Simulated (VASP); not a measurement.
A convergence study with VASP on NaI (rock salt): a few settings are varied, all else stays as given below, so the limit is that of these other settings.

```yaml
crystal:
  lattice:
    - [0.00000, 3.23500, 3.23500]
    - [3.23500, 0.00000, 3.23500]
    - [3.23500, 3.23500, 0.00000]
  atoms:
    - { symbol: Na, position: [0.00000, 0.00000, 0.00000] }
    - { symbol: I, position: [0.50000, 0.50000, 0.50000] }
```

Calculation: HSE06 screened hybrid, VASP's PBE PAW potentials (set 64) (plane waves; VASP). The last row used: 520 eV cut-off, 4×4×4 Γ-centred mesh, Gaussian smearing of 0.050 eV, potentials Na_pv I.

Unless said otherwise, spin-orbit coupling is left out, though it shifts the bands of the heavy elements here. Gaps are read on the run's mesh, which can miss a band edge.

```csv
setting,E (eV/atom),pressure (GPa),gap on the mesh (eV),electronic steps
"ENCUT = 300, PRECFOCK = Fast",-3.1322,0.12,4.675,19
"ENCUT = 520, PRECFOCK = Fast",-3.1363,0.21,4.677,19
"ENCUT = 300, PRECFOCK = Normal",-3.1346,0.16,4.675,19
"ENCUT = 400, PRECFOCK = Normal",-3.1357,0.08,4.676,19
"ENCUT = 520, PRECFOCK = Normal",-3.1360,0.19,4.677,19
"ENCUT = 300, PRECFOCK = Accurate",-3.1346,0.16,4.675,19
"ENCUT = 400, PRECFOCK = Accurate",-3.1357,0.08,4.676,19
"ENCUT = 520, PRECFOCK = Accurate",-3.1360,0.19,4.677,19
```

Left out are rungs that failed or repeat a setting and relaxations that didn't move; long series are thinned to 24 rows.

The compound is NaI in the rock salt structure. The cell was not relaxed at this level.
